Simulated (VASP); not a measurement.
Write the native input for VASP 6.6.1 that does the following.

```
Task                      : vibrations by finite differences
Functional                : PBE
Potentials or basis       : VASP PAW PBE potentials, release 64 (Fe)
Cutoff                    : 700 eV
k mesh                    : 20 × 20 × 20
Occupations               : gaussian, width 0.1 eV
Spin                      : collinear spin, ferromagnetic start
Starting moments          : [2.5] μB
Ions in elastic constants : relaxed
Further INCAR settings    : ALGO = Normal; EDIFF = 1e-08; NBANDS = 14; IBRION = 6; POTIM = 0.015; NSW = 1; ISIF = 3
```

The structure of Fe lies in POSCAR:

```
Fe                                      
1.0
   -1.4160807566      1.4160807566      1.4160807566
    1.4160807566     -1.4160807566      1.4160807566
    1.4160807566      1.4160807566     -1.4160807566
  Fe            
     1
Direct
     0.0000000000000000    0.0000000000000000    0.0000000000000000
```

These files were run (other wordings do the same):

INCAR

```
  PREC = Accurate
  ENCUT = 700
  EDIFF = 1E-8
  ISMEAR = 0
  SIGMA = 0.1
  LREAL = F
  LASPH = T
  NELM = 150
  ALGO = Normal
  ISIF = 3
  LWAVE = F
  LCHARG = F
  ISPIN = 2
  MAGMOM = 2.5
  LORBIT = 11
  LMAXMIX = 4
  GGA = PE
  NBANDS = 14
  IBRION = 6
  NFREE = 2
  POTIM = 0.015
  NSW = 1
```

KPOINTS

```
regular mesh
0
Gamma
  20 20 20
```

Potentials or basis: VASP PAW PBE potentials, release 64 (Fe).

Run with:

```bash
$ cat potpaw_PBE.64/Fe/POTCAR > POTCAR
$ mpirun -np 1 vasp_std > vasp.out
```

It gave:

* Net moment: 2.20 μB per cell
* Site moments: Fe +2.19 μB
* Valence electrons inside the program's atomic spheres: Fe 7.27
* Elastic constants C11, C12, C44: 264, 135, 95 GPa
* Voigt bulk modulus: 178 GPa

Caveat: elastic constants of metals need much finer meshes, so these are rough.

Run time: 32 min on 1 thread of Intel(R) Xeon(R) 6975P-C (Granite Rapids) (shared host), peak memory 1.4 GiB.
